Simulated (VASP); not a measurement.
A convergence study with VASP on W (bcc): a few settings are varied, all else stays as given below, so the limit is that of these other settings.

```yaml
crystal:
  lattice:
    - [-1.58000, 1.58000, 1.58000]
    - [1.58000, -1.58000, 1.58000]
    - [1.58000, 1.58000, -1.58000]
  atoms:
    - { symbol: W, position: [0.00000, 0.00000, 0.00000] }
```

Computed with LDA (Ceperley-Alder, Perdew-Zunger), VASP's LDA PAW potentials (set 64) (plane waves; VASP 6.6.1). The last row used: 550 eV cut-off, 24×24×24 Γ-centred mesh, second-order Methfessel-Paxton smearing of 0.40 eV, potentials W_sv.

```json
[
 {"setting": "ISMEAR = -1, SIGMA = 0.01, 9×9×9 mesh", "E (eV/atom)": "-14.1084", "pressure (GPa)": "-5.85", "irreducible k-points": "35"},
 {"setting": "ISMEAR = -1, SIGMA = 0.1, 9×9×9 mesh", "E (eV/atom)": "-14.1149", "pressure (GPa)": "-6.07", "irreducible k-points": "35"},
 {"setting": "ISMEAR = 0, SIGMA = 0.01, 9×9×9 mesh", "E (eV/atom)": "-14.1080", "pressure (GPa)": "-5.85", "irreducible k-points": "35"},
 {"setting": "ISMEAR = 0, SIGMA = 0.1, 9×9×9 mesh", "E (eV/atom)": "-14.1107", "pressure (GPa)": "-5.86", "irreducible k-points": "35"},
 {"setting": "ISMEAR = 1, SIGMA = 0.01, 9×9×9 mesh", "E (eV/atom)": "-14.1080", "pressure (GPa)": "-5.85", "irreducible k-points": "35"},
 {"setting": "ISMEAR = 1, SIGMA = 0.2, 9×9×9 mesh", "E (eV/atom)": "-14.1115", "pressure (GPa)": "-5.87", "irreducible k-points": "35"},
 {"setting": "ISMEAR = 2, SIGMA = 0.05, 9×9×9 mesh", "E (eV/atom)": "-14.1084", "pressure (GPa)": "-5.85", "irreducible k-points": "35"},
 {"setting": "ISMEAR = 2, SIGMA = 0.2, 9×9×9 mesh", "E (eV/atom)": "-14.1110", "pressure (GPa)": "-5.78", "irreducible k-points": "35"},
 {"setting": "ISMEAR = -1, SIGMA = 0.01, 18×18×18 mesh", "E (eV/atom)": "-14.0949", "pressure (GPa)": "-5.57", "irreducible k-points": "195"},
 {"setting": "ISMEAR = -1, SIGMA = 0.2, 18×18×18 mesh", "E (eV/atom)": "-14.0967", "pressure (GPa)": "-5.55", "irreducible k-points": "195"},
 {"setting": "ISMEAR = 0, SIGMA = 0.01, 18×18×18 mesh", "E (eV/atom)": "-14.0949", "pressure (GPa)": "-5.57", "irreducible k-points": "195"},
 {"setting": "ISMEAR = 0, SIGMA = 0.2, 18×18×18 mesh", "E (eV/atom)": "-14.0956", "pressure (GPa)": "-5.63", "irreducible k-points": "195"},
 {"setting": "ISMEAR = 1, SIGMA = 0.01, 18×18×18 mesh", "E (eV/atom)": "-14.0949", "pressure (GPa)": "-5.57", "irreducible k-points": "195"},
 {"setting": "ISMEAR = 1, SIGMA = 0.4, 18×18×18 mesh", "E (eV/atom)": "-14.0964", "pressure (GPa)": "-5.69", "irreducible k-points": "195"},
 {"setting": "ISMEAR = 2, SIGMA = 0.05, 18×18×18 mesh", "E (eV/atom)": "-14.0949", "pressure (GPa)": "-5.57", "irreducible k-points": "195"},
 {"setting": "ISMEAR = 2, SIGMA = 0.4, 18×18×18 mesh", "E (eV/atom)": "-14.0962", "pressure (GPa)": "-5.65", "irreducible k-points": "195"},
 {"setting": "ISMEAR = -1, SIGMA = 0.05, 24×24×24 mesh", "E (eV/atom)": "-14.1015", "pressure (GPa)": "-5.80", "irreducible k-points": "413"},
 {"setting": "ISMEAR = -1, SIGMA = 0.2, 24×24×24 mesh", "E (eV/atom)": "-14.0997", "pressure (GPa)": "-5.62", "irreducible k-points": "413"},
 {"setting": "ISMEAR = 0, SIGMA = 0.05, 24×24×24 mesh", "E (eV/atom)": "-14.1015", "pressure (GPa)": "-5.84", "irreducible k-points": "413"},
 {"setting": "ISMEAR = 0, SIGMA = 0.2, 24×24×24 mesh", "E (eV/atom)": "-14.1013", "pressure (GPa)": "-5.78", "irreducible k-points": "413"},
 {"setting": "ISMEAR = 1, SIGMA = 0.05, 24×24×24 mesh", "E (eV/atom)": "-14.1016", "pressure (GPa)": "-5.88", "irreducible k-points": "413"},
 {"setting": "ISMEAR = 1, SIGMA = 0.4, 24×24×24 mesh", "E (eV/atom)": "-14.1008", "pressure (GPa)": "-5.80", "irreducible k-points": "413"},
 {"setting": "ISMEAR = 2, SIGMA = 0.1, 24×24×24 mesh", "E (eV/atom)": "-14.1015", "pressure (GPa)": "-5.84", "irreducible k-points": "413"},
 {"setting": "ISMEAR = 2, SIGMA = 0.4, 24×24×24 mesh", "E (eV/atom)": "-14.1010", "pressure (GPa)": "-5.80", "irreducible k-points": "413"}
]
```

Left out are rungs that failed or repeat a setting and relaxations that didn't move; long series are thinned to 24 rows.

The compound is W in the bcc structure. The cell was not relaxed at this level.
